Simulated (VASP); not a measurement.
OSZICAR of a VASP run on Cd (hcp):

File OSZICAR:
```
       N       E                     dE             d eps       ncg     rms          rms(c)
DAV:   1     0.164882844530E+03    0.16488E+03   -0.13194E+04  3072   0.148E+03
DAV:   2     0.190392289104E+01   -0.16298E+03   -0.15927E+03  3128   0.368E+02
DAV:   3    -0.163554944178E+01   -0.35395E+01   -0.35342E+01  3792   0.643E+01
DAV:   4    -0.163989792429E+01   -0.43485E-02   -0.43483E-02  3432   0.202E+00
DAV:   5    -0.163991193073E+01   -0.14006E-04   -0.14007E-04  4016   0.104E-01    0.347E+00
DAV:   6    -0.153070525549E+01    0.10921E+00   -0.33394E-01  3296   0.719E+00    0.287E+00
DAV:   7    -0.152556025978E+01    0.51450E-02   -0.24623E-02  3376   0.152E+00    0.163E+00
DAV:   8    -0.152560285978E+01   -0.42600E-04   -0.32927E-03  3360   0.752E-01    0.809E-02
DAV:   9    -0.152564757165E+01   -0.44712E-04   -0.50777E-05  3856   0.809E-02    0.349E-02
DAV:  10    -0.152568110794E+01   -0.33536E-04   -0.31242E-05  3392   0.631E-02    0.266E-03
DAV:  11    -0.152568098089E+01    0.12706E-06   -0.35903E-08  2984   0.209E-03    0.137E-03
DAV:  12    -0.152568084147E+01    0.13942E-06   -0.25766E-08  2016   0.135E-03    0.181E-04
DAV:  13    -0.152568084744E+01   -0.59699E-08   -0.10063E-09  1792   0.406E-04
   1 F= -.15256808E+01 E0= -.15256766E+01  d E =-.152568E+01
       N       E                     dE             d eps       ncg     rms          rms(c)
DAV:   1    -0.152788791437E+01   -0.22071E-02   -0.88317E-02  3256   0.272E+00    0.210E-01
DAV:   2    -0.152659069593E+01    0.12972E-02   -0.78080E-04  3280   0.374E-01    0.122E-01
DAV:   3    -0.152596159874E+01    0.62910E-03   -0.12249E-03  3312   0.329E-01    0.362E-02
DAV:   4    -0.152596922475E+01   -0.76260E-05   -0.89635E-05  3320   0.129E-01    0.347E-02
DAV:   5    -0.152597001212E+01   -0.78736E-06   -0.72492E-07  3536   0.122E-02    0.184E-02
DAV:   6    -0.152596894323E+01    0.10689E-05   -0.28368E-06  3304   0.133E-02    0.185E-02
DAV:   7    -0.152596880225E+01    0.14098E-06   -0.14815E-07  1984   0.477E-03    0.129E-02
DAV:   8    -0.152596872340E+01    0.78847E-07   -0.67935E-08  1848   0.208E-03
   2 F= -.15259687E+01 E0= -.15259088E+01  d E =-.287876E-03
       N       E                     dE             d eps       ncg     rms          rms(c)
DAV:   1    -0.152870808806E+01   -0.27393E-02   -0.12297E-01  3248   0.320E+00    0.248E-01
DAV:   2    -0.152688909822E+01    0.18190E-02   -0.10992E-03  3216   0.441E-01    0.144E-01
DAV:   3    -0.152601709644E+01    0.87200E-03   -0.17002E-03  3288   0.386E-01    0.426E-02
DAV:   4    -0.152602747222E+01   -0.10376E-04   -0.12354E-04  3272   0.151E-01    0.401E-02
DAV:   5    -0.152602844824E+01   -0.97602E-06   -0.10364E-06  3504   0.148E-02    0.203E-02
DAV:   6    -0.152602698194E+01    0.14663E-05   -0.36665E-06  3272   0.154E-02    0.191E-02
DAV:   7    -0.152602683404E+01    0.14790E-06   -0.17548E-07  2000   0.516E-03    0.134E-02
DAV:   8    -0.152602675493E+01    0.79115E-07   -0.68789E-08  1760   0.209E-03
   3 F= -.15260268E+01 E0= -.15259162E+01  d E =-.345907E-03
```

**Question.** Which electronic solver shows in the log?

**Answer.** It is blocked Davidson (ALGO = Normal, or the opening steps of other solvers). The INCAR had ALGO = Normal.

**Question.** Can the final energy be trusted as converged?

**Answer.** The run converged. It stopped with EDIFF = 1E-7, NELM = 100, NSW = 30 and EDIFFG = -0.01 after 3 ionic steps (PW91 GGA, plane waves, VASP's PBE PAW potentials (set 64)).

The compound is Cd in the hcp structure. This cell is one point of a volume scan, at 1.03 of the reference volume. Symmetry was kept, so distortions that lower it aren't found.
